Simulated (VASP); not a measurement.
The input files of a VASP run:

KPOINTS:
```
Automatic mesh
0
Gamma
9 9 9
0 0 0
```

**INCAR**
```
! general
SYSTEM  = Cu3Au
PREC    = Accurate
ENCUT   = 520
LREAL   = .False.
LASPH   = .True.

! electronic loop
EDIFF   = 1E-7
NELM    = 100
ALGO    = Normal
LMAXMIX = 6

! smearing
ISMEAR  = -5

! functional
GGA     = PE
IVDW    = 11

! ions
ISIF    = 2

! output
LWAVE   = .False.
LCHARG  = .True.
LORBIT  = 11
NEDOS   = 601
```

**POSCAR**
```
Cu3Au
3.7223130
  1.0000000874   0.0000000000   0.0000000000
  0.0000000000   1.0000000874   0.0000000000
  0.0000000000   0.0000000000   1.0000000874
Cu Au
3 1
Cartesian
  0.0000000000   0.5000000437   0.5000000437
  0.5000000437   0.0000000000   0.5000000437
  0.5000000437   0.5000000437   0.0000000000
  0.0000000000   0.0000000000   0.0000000000
```

POTCAR, in this order: Cu Au (PBE.64 set). Program: vasp_std.

Problem. Translate this PBE-D3 (zero damping) calculation to Quantum ESPRESSO's pw.x.

Solution. One equivalent input (not run):
```
&CONTROL
  calculation = 'scf'
  pseudo_dir = './pseudo'
  outdir = './out'
  tprnfor = .true.
  tstress = .true.
/
&SYSTEM
  ibrav = 0
  nat = 4
  ntyp = 2
  ecutwfc = 92
  occupations = 'tetrahedra'
  input_dft = 'pbe'
  vdw_corr = 'grimme-d3'
  dftd3_version = 3
  dftd3_threebody = .false.
/
&ELECTRONS
  conv_thr = 7.3e-09
  electron_maxstep = 100
/
ATOMIC_SPECIES
  Cu 63.546 Cu.upf
  Au 196.967 Au.upf
CELL_PARAMETERS angstrom
     3.7223133    0.0000000   -0.0000000
     0.0000000    3.7223133    0.0000000
    -0.0000000    0.0000000    3.7223133
ATOMIC_POSITIONS crystal
  Cu   0.0000000  0.5000000  0.5000000
  Cu   0.5000000  0.0000000  0.5000000
  Cu   0.5000000  0.5000000  0.0000000
  Au   0.0000000  0.0000000  0.0000000
K_POINTS automatic
  9 9 9 0 0 0
```
What does not carry over: the potentials are each code's own (VASP's PAW set, PseudoDojo norm-conserving files in pw.x), so ENCUT and ecutwfc are chosen apart and not converted; conv_thr bounds pw.x's estimated SCF error, while EDIFF bounds the energy change between steps.

The compound is Cu3Au in the L1_2 structure. It was relaxed first.
